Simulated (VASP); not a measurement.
Calculation: r2SCAN meta-GGA, VASP's PBE PAW potentials (set 64) (plane waves; VASP 6.6.1).

Input for VASP

INCAR:
```
EDIFFG = -0.02
LMAXMIX = 4   ! l cut-off of mixed one-centre charges
METAGGA = R2SCAN
NSW = 60   ! most ionic steps
NELM = 100   ! most electronic steps
ISIF = 3
LCHARG = .False.
SIGMA = 0.1
LASPH = .True.   ! aspherical one-centre terms
ISMEAR = 1   ! Methfessel-Paxton
EDIFF = 1E-6
LMIXTAU = .True.
LWAVE = .False.
IBRION = 2
SYSTEM = TiC
ALGO = Normal   ! blocked Davidson
ENCUT = 520   ! plane-wave cut-off (eV)
LREAL = .False.   ! projection in real space or not
PREC = Accurate
```

POSCAR:
```
TiC
1
    3.0159972710    -0.0000001368    -0.0000000000
   -1.5079983761     2.6119304479     0.0000000000
    0.0000000000     0.0000000000     5.3344587893
Ti C
2 2
Direct
  0.0000000000   0.0000000000   0.0000000000
  0.0000000000   0.0000000000   0.5000000000
  0.3333330000   0.6666670000   0.2500000000
  0.6666670000   0.3333330000   0.7500000000
```

KPOINTS:
```
Automatic mesh
0
Gamma
11 11 5
0 0 0
```

POTCAR, in this order: Ti_sv C (PBE.64 set). Program: vasp_std.

The resulting files:

OSZICAR:
```
       N       E                     dE             d eps       ncg     rms          rms(c)
DAV:   1     0.350221947630E+03    0.35022E+03   -0.16820E+04  1920   0.198E+03
DAV:   2    -0.131700049058E+02   -0.36339E+03   -0.35376E+03  1936   0.546E+02
DAV:   3    -0.636173190482E+02   -0.50447E+02   -0.48042E+02  3544   0.169E+02
DAV:   4    -0.661402857869E+02   -0.25230E+01   -0.25072E+01  2440   0.366E+01
DAV:   5    -0.662631815818E+02   -0.12290E+00   -0.12285E+00  2900   0.755E+00    0.260E+01
DAV:   6    -0.501542312026E+02    0.16109E+02   -0.93368E+01  2544   0.982E+01    0.887E+00
DAV:   7    -0.475995555490E+02    0.25547E+01   -0.12365E+01  2600   0.288E+01    0.488E+00
DAV:   8    -0.478386226000E+02   -0.23907E+00   -0.33010E+00  3036   0.118E+01    0.328E+00
DAV:   9    -0.477221200779E+02    0.11650E+00   -0.82644E-01  2808   0.641E+00    0.933E-01
DAV:  10    -0.478605829563E+02   -0.13846E+00   -0.57968E-01  2296   0.653E+00    0.675E-01
DAV:  11    -0.479048320602E+02   -0.44249E-01   -0.52975E-02  2736   0.206E+00    0.340E-01
DAV:  12    -0.479086062009E+02   -0.37741E-02   -0.26676E-03  2692   0.351E-01    0.277E-01
DAV:  13    -0.479231374074E+02   -0.14531E-01   -0.10383E-02  2076   0.942E-01    0.137E-01
DAV:  14    -0.479232060029E+02   -0.68595E-04   -0.23597E-03  2696   0.405E-01    0.491E-02
DAV:  15    -0.479223364461E+02    0.86956E-03   -0.94192E-04  2108   0.280E-01    0.272E-02
DAV:  16    -0.479232014861E+02   -0.86504E-03   -0.43861E-04  2148   0.205E-01    0.420E-03
DAV:  17    -0.479232215450E+02   -0.20059E-04   -0.59490E-05  2692   0.688E-02    0.938E-03
DAV:  18    -0.479232203991E+02    0.11459E-05   -0.44231E-06  2096   0.143E-02    0.866E-03
DAV:  19    -0.479232210301E+02   -0.63092E-06   -0.14383E-07  1288   0.439E-03
   1 F= -.47923221E+02 E0= -.47923262E+02  d E =-.479232E+02
       N       E                     dE             d eps       ncg     rms          rms(c)
DAV:   1    -0.487982092678E+02   -0.87499E+00   -0.24165E+01  2256   0.720E+01    0.867E+00
DAV:   2    -0.481865272619E+02    0.61168E+00   -0.10168E+01  2584   0.324E+01    0.344E+00
DAV:   3    -0.479032723476E+02    0.28325E+00   -0.15056E+00  2556   0.859E+00    0.155E+00
DAV:   4    -0.478873053892E+02    0.15967E-01   -0.29644E-01  2480   0.445E+00    0.650E-01
DAV:   5    -0.478980897672E+02   -0.10784E-01   -0.13559E-02  2524   0.113E+00    0.375E-01
DAV:   6    -0.479056494315E+02   -0.75597E-02   -0.71987E-03  2632   0.676E-01    0.210E-01
DAV:   7    -0.479104565089E+02   -0.48071E-02   -0.10216E-02  2704   0.494E-01    0.111E-01
DAV:   8    -0.479102999460E+02    0.15656E-03   -0.56372E-04  2348   0.264E-01    0.109E-01
DAV:   9    -0.479108185353E+02   -0.51859E-03   -0.11886E-03  2556   0.287E-01    0.303E-02
DAV:  10    -0.479107845146E+02    0.34021E-04   -0.15837E-04  2888   0.113E-01    0.777E-03
DAV:  11    -0.479107899796E+02   -0.54650E-05   -0.17301E-05  2496   0.377E-02    0.929E-03
DAV:  12    -0.479107943644E+02   -0.43848E-05   -0.60457E-06  1800   0.329E-02    0.488E-03
DAV:  13    -0.479107951528E+02   -0.78837E-06   -0.80064E-07  1144   0.995E-03
   2 F= -.47910795E+02 E0= -.47910823E+02  d E =0.124259E-01
       N       E                     dE             d eps       ncg     rms          rms(c)
DAV:   1    -0.482056889701E+02   -0.29489E+00   -0.74678E+00  2172   0.387E+01    0.467E+00
DAV:   2    -0.479960013132E+02    0.20969E+00   -0.21856E+00  2384   0.163E+01    0.174E+00
DAV:   3    -0.479381872319E+02    0.57814E-01   -0.30778E-01  2652   0.386E+00    0.816E-01
DAV:   4    -0.479344070613E+02    0.37802E-02   -0.10063E-01  2412   0.273E+00    0.442E-01
DAV:   5    -0.479377645017E+02   -0.33574E-02   -0.84752E-03  2712   0.764E-01    0.206E-01
DAV:   6    -0.479404117586E+02   -0.26473E-02   -0.32672E-03  2548   0.424E-01    0.914E-02
DAV:   7    -0.479418150801E+02   -0.14033E-02   -0.29791E-03  2984   0.258E-01    0.581E-02
DAV:   8    -0.479417464973E+02    0.68583E-04   -0.17520E-04  2244   0.138E-01    0.590E-02
DAV:   9    -0.479419283296E+02   -0.18183E-03   -0.24202E-04  2564   0.122E-01    0.191E-02
DAV:  10    -0.479419359966E+02   -0.76670E-05   -0.25127E-05  2904   0.393E-02    0.833E-03
DAV:  11    -0.479419499128E+02   -0.13916E-04   -0.11862E-05  2536   0.304E-02    0.389E-03
DAV:  12    -0.479419443553E+02    0.55576E-05   -0.13312E-06  1140   0.158E-02    0.184E-03
DAV:  13    -0.479419454859E+02   -0.11307E-05   -0.49503E-07  1036   0.619E-03    0.641E-04
DAV:  14    -0.479419454074E+02    0.78498E-07   -0.25938E-07  1032   0.407E-03
   3 F= -.47941945E+02 E0= -.47941983E+02  d E =-.187244E-01
       N       E                     dE             d eps       ncg     rms          rms(c)
DAV:   1    -0.479420049163E+02   -0.59430E-04   -0.17733E-03  2204   0.608E-01    0.731E-02
DAV:   2    -0.479419559532E+02    0.48963E-04   -0.56573E-04  2452   0.258E-01    0.273E-02
DAV:   3    -0.479419395208E+02    0.16432E-04   -0.81452E-05  2684   0.632E-02    0.129E-02
DAV:   4    -0.479419373686E+02    0.21522E-05   -0.23797E-05  2468   0.418E-02    0.655E-03
DAV:   5    -0.479419407105E+02   -0.33418E-05   -0.14926E-06  1248   0.110E-02    0.344E-03
DAV:   6    -0.479419415065E+02   -0.79606E-06   -0.68832E-07  1004   0.798E-03
   4 F= -.47941942E+02 E0= -.47941979E+02  d E =-.187205E-01
       N       E                     dE             d eps       ncg     rms          rms(c)
DAV:   1    -0.479432804133E+02   -0.13397E-02   -0.13108E-01  1932   0.482E+00    0.290E-01
DAV:   2    -0.479425880843E+02    0.69233E-03   -0.70390E-03  2032   0.793E-01    0.164E-01
DAV:   3    -0.479423525558E+02    0.23553E-03   -0.99820E-04  2220   0.396E-01    0.243E-02
DAV:   4    -0.479422050782E+02    0.14748E-03   -0.21582E-04  2212   0.170E-01    0.822E-03
DAV:   5    -0.479422222749E+02   -0.17197E-04   -0.30562E-05  2304   0.546E-02    0.453E-03
DAV:   6    -0.479422074957E+02    0.14779E-04   -0.12884E-05  2056   0.455E-02    0.248E-03
DAV:   7    -0.479422137700E+02   -0.62743E-05   -0.38311E-06  1668   0.256E-02    0.979E-04
DAV:   8    -0.479422105419E+02    0.32280E-05   -0.30611E-07  1112   0.818E-03    0.553E-04
DAV:   9    -0.479422126927E+02   -0.21508E-05   -0.91913E-08  1068   0.448E-03    0.224E-04
DAV:  10    -0.479422123815E+02    0.31126E-06   -0.24481E-08  1052   0.175E-03
   5 F= -.47942212E+02 E0= -.47942226E+02  d E =-.270875E-03
       N       E                     dE             d eps       ncg     rms          rms(c)
DAV:   1    -0.479424556194E+02   -0.24293E-03   -0.15850E-02  1932   0.168E+00    0.101E-01
DAV:   2    -0.479423736303E+02    0.81989E-04   -0.84748E-04  2036   0.276E-01    0.569E-02
DAV:   3    -0.479423276881E+02    0.45942E-04   -0.11920E-04  2212   0.136E-01    0.848E-03
DAV:   4    -0.479423268491E+02    0.83895E-06   -0.25480E-05  2184   0.583E-02    0.285E-03
DAV:   5    -0.479423226071E+02    0.42420E-05   -0.35226E-06  1884   0.186E-02    0.157E-03
DAV:   6    -0.479423277346E+02   -0.51275E-05   -0.14870E-06  1260   0.164E-02    0.924E-04
DAV:   7    -0.479423241699E+02    0.35648E-05   -0.46786E-07  1044   0.951E-03    0.387E-04
DAV:   8    -0.479423251192E+02   -0.94933E-06   -0.48111E-08  1028   0.302E-03
   6 F= -.47942325E+02 E0= -.47942351E+02  d E =-.383613E-03
```

OUTCAR:
```
------------------------ aborting loop because EDIFF is reached ----------------------------------------
  FORCE on cell =-STRESS in cart. coord.  units (eV):
  Direction    XX          YY          ZZ          XY          YZ          ZX
  --------------------------------------------------------------------------------------
  Total        0.0209127      0.0209127      0.0257503      0.0000000      0.0000000      0.0000000
  in kB        0.7785610      0.7785611      0.9586587      0.0000000      0.0000000      0.0000000
  external PRESSURE =       0.8385936 kB  Pullay stress =       0.0000000 kB
  volume of cell :       43.04
      direct lattice vectors                 reciprocal lattice vectors
     3.044419778 -0.000000137  0.000000000     0.328469823  0.189642094  0.000000000
    -1.522209626  2.636545064 -0.000000000     0.000000017  0.379284253  0.000000000
    -0.000000000 -0.000000000  5.361531737    -0.000000000  0.000000000  0.186513864
 POSITION                                       TOTAL-FORCE (eV/Angst)
 -----------------------------------------------------------------------------------
      0.00000      0.00000      0.00000         0.000000      0.000000     -0.000000
     -0.00000     -0.00000      2.68077         0.000000     -0.000000     -0.000000
     -0.00000      1.75770      1.34038        -0.000000      0.000000      0.000000
      1.52221      0.87885      4.02115         0.000000     -0.000000      0.000000
 -----------------------------------------------------------------------------------
    total drift:                                0.000000     -0.000000      0.000000
  FREE ENERGIE OF THE ION-ELECTRON SYSTEM (eV)
  ---------------------------------------------------
  free  energy   TOTEN  =       -47.9423251192 eV

  energy  without entropy=      -47.9424015865  energy(sigma->0) =      -47.94235061

 reached required accuracy - stopping structural energy minimisation
```
(Selected blocks of OUTCAR.)

CONTCAR:
```
TiC
   1.00000000000000
     3.0444197775386019   -0.0000001365517715    0.0000000000000000
    -1.5222096255932920    2.6365450640194306   -0.0000000000000000
    -0.0000000000000000   -0.0000000000000000    5.3615317370422861
  Ti              C
     2     2
Direct
     0.0000000000000000    0.0000000000000000    0.0000000000000000
     0.0000000000000000    0.0000000000000000    0.5000000000000000
     0.3333330000000032    0.6666669999999968    0.2500000000000000
     0.6666669999999968    0.3333330000000032    0.7500000000000000
```

Energy and stress use the plane-wave basis of the starting cell.

The structure was generated: TiC was put into the NiAs type (P6_3/mmc), which need not be its known phase. This run relaxes it. Symmetry was kept, so distortions that lower it aren't found. The start is the result of an earlier pass.
